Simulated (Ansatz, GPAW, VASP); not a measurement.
# Code comparison for Y2Ni2Sn (Immm, 5 atoms in the cell)

Self-consistent single point.

```yaml
crystal:
  lattice:
    - [-2.13574, 2.79784, 4.14642]
    - [2.13574, -2.79784, 4.14642]
    - [2.13574, 2.79784, -4.14642]
  atoms:
    - { symbol: Y, position: [0.70322, 0.20322, 0.50000] }
    - { symbol: Y, position: [0.29678, 0.79678, 0.50000] }
    - { symbol: Ni, position: [0.71180, 0.50000, 0.21180] }
    - { symbol: Ni, position: [0.28820, 0.50000, 0.78820] }
    - { symbol: Sn, position: [0.00000, 0.00000, 0.00000] }
```

Shared settings, as Ansatz (a first-principles code) writes them: kpoints.mp_grid.grid = 4 4 4; scf.occupations.method = fermi_dirac; scf.occupations.width = 0.01 Ry. Potentials and cutoffs stand in the table.

```csv
code,model,pressure (GPa),largest force (eV/Å),cutoff
VASP,"PBEsol, VASP's PBE PAW potentials (set 64)",-2.82,0.015,300 eV
Ansatz,"PBEsol, PAW files made with PBE",-2.67,0.017,30.9 Ry
GPAW,"PBEsol, GPAW PAW datasets PBEsol (made by gpaw-setup)",-2.72,0.044,850 eV
```

On Ansatz's run: spin polarisation is off.

The spread over the programs that give each value: pressure within 0.15 GPa; largest force within 0.029 eV/Å.

Ansatz's pressure is given at a fixed set of plane waves, as the other plane-wave codes print theirs.

On the base mesh (5 5 5) the same programs gave: Ansatz pressure -2.63 GPa; GPAW pressure -2.66 GPa; VASP pressure -2.91 GPa.

VASP's run is marked for a possible Pulay error in its stress at this cutoff; no cutoff test was made.

The starting cell comes from a database of computed structures (which also holds hypothetical and non-ambient phases and stackings), without a prior relaxation at this level.

Left out of this page: Quantum ESPRESSO, Elk and SIESTA (not drawn, or without a comparable value).

Keys are those of Ansatz 0.2.
